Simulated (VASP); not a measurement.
Consider the following.

```
NiSi2
1.0
    0.00000     2.69613     2.69613
    2.69613     0.00000     2.69613
    2.69613     2.69613     0.00000
Si Ni
2 1
Direct
  0.25000   0.25000   0.25000
  0.75000   0.75000   0.75000
  0.00000   0.00000   0.00000
```

Level of theory: MS2 meta-GGA, VASP's PBE PAW potentials (set 64) (plane waves; VASP). Numerical set-up: 520 eV cut-off, 11×11×11 Γ-centred mesh, tetrahedra with Blöchl corrections, potentials Si Ni.

Problem. Give the energies of bands 2 to 12 at the high-symmetry points, in eV from the Fermi level.

Solution. 
```tsv
band	Γ	X	U	L	W
2	-5.34	-8.30	-9.12	-10.30	-9.16
3	-5.34	-7.49	-7.68	-4.96	-7.29
4	-5.34	-4.69	-5.14	-4.96	-6.97
5	-3.84	-4.69	-4.62	-3.81	-3.83
6	-3.84	-3.73	-3.88	-3.57	-3.83
7	-0.23	-3.68	-3.50	-3.57	-3.68
8	1.74	-3.68	-3.18	-1.56	-3.50
9	1.74	-3.44	-2.90	-1.56	-2.73
10	1.74	-0.40	0.16	1.76	2.26
11	2.16	1.20	3.56	1.76	2.26
12	2.16	7.71	4.74	1.76	4.50
```

It has no gap at this level: it comes out as a metal or semimetal.

The compound is NiSi2 in the fluorite structure. It was relaxed first. The run is not spin-polarised, so no magnetic state was tried.
